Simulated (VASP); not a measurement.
Crystal: CoSi.

```xyz
8
Lattice="4.4380 0.0000 0.0000 0.0000 4.4380 0.0000 0.0000 0.0000 4.4380" Properties=species:S:1:pos:R:3 pbc="T T T"
Co    0.6213    0.6213    0.6213
Co    1.5977    3.8167    2.8403
Co    2.8403    1.5977    3.8167
Co    3.8167    2.8403    1.5977
Si    3.7412    3.7412    3.7412
Si    2.9158    0.6968    1.5222
Si    1.5222    2.9158    0.6968
Si    0.6968    1.5222    2.9158
```

- Program: VASP 6.6.1
- Task: relaxation of cell and atoms
- Functional: PBE
- Potentials or basis: VASP PAW PBE potentials, release 64 (Co, Si)
- Cutoff: 600 eV
- k mesh: 8 × 8 × 8
- Occupations: methfessel-paxton, width 0.1 eV
- Spin: no spin polarisation

At the start: pressure -0.4 GPa; volume 10.93 Å³/atom.

Q: How do energy, volume and symmetry change on relaxing?

A: Over 7 steps the energy falls by 2.8 meV/atom and the volume is 10.86 Å³/atom (-0.6 %); space group P2_13 (No. 198, to 0.05 Å).

Step by step:
```csv
step,energy change (eV),largest force (eV/Å),pressure (GPa),volume (Å³)
1,0.0000,0.2729,-0.44,87.41
2,-0.0125,0.1891,0.20,87.04
3,-0.0191,0.0835,1.30,86.47
4,-0.0192,0.0697,-1.29,87.40
5,-0.0220,0.0595,-0.03,86.94
6,-0.0225,0.0204,0.02,86.91
7,-0.0225,0.0007,0.01,86.90
```

Final structure:
```xyz
8
Lattice="4.4294 0.0000 0.0000 0.0000 4.4294 0.0000 0.0000 0.0000 4.4294" Properties=species:S:1:pos:R:3 pbc="T T T"
Co    0.6428    0.6428    0.6428
Co    1.5719    3.7866    2.8575
Co    2.8575    1.5719    3.7866
Co    3.7866    2.8575    1.5719
Si    3.7349    3.7349    3.7349
Si    2.9092    0.6945    1.5202
Si    1.5202    2.9092    0.6945
Si    0.6945    1.5202    2.9092
```
